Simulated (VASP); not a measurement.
Input:

```yaml
crystal:
  lattice:
    - [2.04365, -3.53971, 0.00000]
    - [2.04365, 3.53971, 0.00000]
    - [0.00000, 0.00000, 5.38187]
  atoms:
    - { symbol: Te, position: [0.33333, 0.66667, 0.25757] }
    - { symbol: Te, position: [0.66667, 0.33333, 0.74243] }
    - { symbol: Pt, position: [0.00000, 0.00000, 0.00000] }
```

All values below come from optB88-vdW, VASP's PBE PAW potentials (set 64) (plane waves; VASP). Run with 520 eV cut-off, Gaussian smearing of 0.050 eV, potentials Te Pt.

**Question.** Give the energies of bands 3 to 14 at the high-symmetry points, in eV from the Fermi level.

**Answer.** 
| band | Γ | M | K | A | L | H |
|---|---|---|---|---|---|---|
| 3 | -6.34 | -6.32 | -6.28 | -5.28 | -6.73 | -5.63 |
| 4 | -5.36 | -4.81 | -5.17 | -5.28 | -5.33 | -5.61 |
| 5 | -5.36 | -4.51 | -5.17 | -4.39 | -5.05 | -5.61 |
| 6 | -3.55 | -3.48 | -4.10 | -3.57 | -4.24 | -3.88 |
| 7 | -3.55 | -3.29 | -4.10 | -3.57 | -3.28 | -3.88 |
| 8 | -2.60 | -3.26 | -3.41 | -2.28 | -3.24 | -3.81 |
| 9 | -0.47 | -3.21 | -2.02 | -1.55 | -3.09 | -3.31 |
| 10 | -0.47 | -3.12 | -1.73 | -1.09 | -2.20 | -2.54 |
| 11 | 0.96 | -2.81 | -1.73 | -1.09 | -0.78 | -2.54 |
| 12 | 0.96 | 0.11 | -0.27 | 2.00 | 0.44 | 2.14 |
| 13 | 1.25 | 2.24 | -0.27 | 2.00 | 1.18 | 2.14 |
| 14 | 3.01 | 3.75 | 2.57 | 4.21 | 3.86 | 5.40 |

It has no gap at this level: it comes out as a metal or semimetal.

The compound is PtTe2 in the 1T layered structure. It was relaxed first, which changed the volume by +6 %.
